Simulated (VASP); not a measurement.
Level of theory: optB88-vdW, VASP's PBE PAW potentials (set 64) (plane waves; VASP).

Input for VASP

INCAR:
```
SYSTEM = PtSe2
PREC = Accurate
ENCUT = 480
EDIFF = 1E-6
NELM = 100
ALGO = Normal
LREAL = .FALSE.
LASPH = .TRUE.
ISMEAR = 1
SIGMA = 0.1
GGA = BO
PARAM1 = 0.1833333333
PARAM2 = 0.22
LUSE_VDW = .TRUE.
AGGAC = 0.0
LMAXMIX = 6
LWAVE = .FALSE.
LCHARG = .FALSE.
IBRION = 2
ISIF = 3
NSW = 60
EDIFFG = -0.02
```

**KPOINTS**
```
Regular mesh
0
gamma
8 8 6
```

POSCAR:
```
PtSe2
1
    3.7985522209     0.0000000000     0.0000000000
   -1.8992761105     3.2896429781     0.0000000000
    0.0000000000     0.0000000000     5.1120723113
Pt Se
1 2
Direct
  0.0000000000   0.0000000000   0.0000000000
  0.3333330000   0.6666670000   0.2559590458
  0.6666670000   0.3333330000   0.7440409542
```

POTCAR, in this order: Pt Se (PBE.64 set). Program: vasp_std.

Output of the run:

OUTCAR:
```
 ion  position               nearest neighbor table
   1  0.000  0.000  0.000-   2 2.55   3 2.55   3 2.55   2 2.55   3 2.55   2 2.55
   2  0.333  0.667  0.256-   1 2.55   1 2.55   1 2.55
   3  0.667  0.333  0.744-   1 2.55   1 2.55   1 2.55
  LATTYP: Found a hexagonal cell.
 ALAT       =     3.7985522209
 C/A-ratio  =     1.3457949276
 Subroutine PRICEL returns:
 Original cell was already a primitive cell.
 Subroutine GETGRP returns: Found 12 space group operations
The static configuration has the point symmetry D_3d.
The dynamic configuration has the point symmetry D_3d.
 Subroutine INISYM returns: Found 12 space group operations
 Subroutine IBZKPT returns following result:
 Found     50 irreducible k-points:

 Following reciprocal coordinates:
            Coordinates               Weight
  0.000000  0.000000  0.000000      1.000000
  0.125000  0.000000  0.000000      6.000000
  0.250000  0.000000  0.000000      6.000000
  0.375000  0.000000  0.000000      6.000000
  0.500000  0.000000  0.000000      3.000000
  0.125000  0.125000  0.000000      6.000000
  0.250000  0.125000  0.000000     12.000000
...
```

OSZICAR:
```
       N       E                     dE             d eps       ncg     rms          rms(c)
DAV:   1     0.117037889057E+03    0.11704E+03   -0.96830E+03  1508   0.120E+03
DAV:   2    -0.436936246366E+01   -0.12141E+03   -0.11904E+03  1942   0.232E+02
DAV:   3    -0.909788527638E+01   -0.47285E+01   -0.46787E+01  1850   0.485E+01
DAV:   4    -0.913597138978E+01   -0.38086E-01   -0.38080E-01  1787   0.476E+00
DAV:   5    -0.913642540404E+01   -0.45401E-03   -0.45401E-03  1892   0.491E-01    0.112E+01
DAV:   6    -0.862941842747E+01    0.50701E+00   -0.52892E+00  1521   0.227E+01    0.739E+00
DAV:   7    -0.838684037903E+01    0.24258E+00   -0.10600E+00  1521   0.109E+01    0.342E+00
DAV:   8    -0.837692937368E+01    0.99110E-02   -0.77076E-02  1563   0.195E+00    0.936E-01
DAV:   9    -0.837276492132E+01    0.41645E-02   -0.13649E-02  1633   0.126E+00    0.191E-01
DAV:  10    -0.837295689641E+01   -0.19198E-03   -0.15399E-03  1773   0.304E-01    0.393E-02
DAV:  11    -0.837295854603E+01   -0.16496E-05   -0.72330E-05  1780   0.892E-02    0.219E-02
DAV:  12    -0.837295787845E+01    0.66758E-06   -0.92311E-06  1626   0.265E-02
   1 F= -.83729579E+01 E0= -.83728197E+01  d E =-.837296E+01
```

**OUTCAR**
```
------------------------ aborting loop because EDIFF is reached ----------------------------------------
  FORCE on cell =-STRESS in cart. coord.  units (eV):
  Direction    XX          YY          ZZ          XY          YZ          ZX
  --------------------------------------------------------------------------------------
  Total       -0.0007019     -0.0007019     -0.0365633      0.0000000      0.0000000      0.0000000
  in kB       -0.0176034     -0.0176034     -0.9170475      0.0000000      0.0000000      0.0000000
  external PRESSURE =      -0.3174181 kB  Pullay stress =       0.0000000 kB
  volume of cell :       63.88
      direct lattice vectors                 reciprocal lattice vectors
     3.798552221  0.000000000  0.000000000     0.263258195  0.151992178  0.000000000
    -1.899276111  3.289642978  0.000000000     0.000000000  0.303984355  0.000000000
     0.000000000  0.000000000  5.112072311     0.000000000  0.000000000  0.195615386
 POSITION                                       TOTAL-FORCE (eV/Angst)
 -----------------------------------------------------------------------------------
      0.00000      0.00000      0.00000        -0.000000      0.000000      0.000000
     -0.00000      2.19310      1.30848         0.000000     -0.000000      0.011778
      1.89928      1.09655      3.80359        -0.000000      0.000000     -0.011778
 -----------------------------------------------------------------------------------
    total drift:                               -0.000000     -0.000000      0.000000
  FREE ENERGIE OF THE ION-ELECTRON SYSTEM (eV)
  ---------------------------------------------------
  free  energy   TOTEN  =        -8.3729578785 eV

  energy  without entropy=       -8.3725434782  energy(sigma->0) =       -8.37281975

 reached required accuracy - stopping structural energy minimisation
```
(Selected blocks of OUTCAR.)

The compound is PtSe2 in the 1T layered structure. It was relaxed first. The start is the result of an earlier pass.
